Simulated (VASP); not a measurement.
NaF (rock salt): the bulk modulus from VASP (plane waves, PAW) at several levels of theory. Static lattice, third-order Birch-Murnaghan fit over five volumes.

```
level         bulk modulus (GPa)
------------  ------------------
LDA                         61.5
PBE                         45.0
PBEsol                      48.6
RPBE                        37.5
AM05                        43.8
PBE-D3(BJ)                  50.3
PBE-D4                      46.6
optB88-vdW                  50.5
rev-vdW-DF2                 48.1
revTPSS                     44.4
r2SCAN+rVV10                60.5
HSE06                       48.6
```

The cell of the LDA run:

```yaml
crystal:
  lattice:
    - [0.00000, 2.25452, 2.25452]
    - [2.25452, 0.00000, 2.25452]
    - [2.25452, 2.25452, 0.00000]
  atoms:
    - { symbol: Na, position: [0.00000, 0.00000, 0.00000] }
    - { symbol: F, position: [0.50000, 0.50000, 0.50000] }
```

Only levels that ran to the end are used. Left out are those held back, those with too coarse a band path, GW runs whose mesh misses a band edge, hybrids' fits of cells that aren't cubic and levels without matching references; a question may draw on a part of the rest.

The compound is NaF in the rock salt structure.
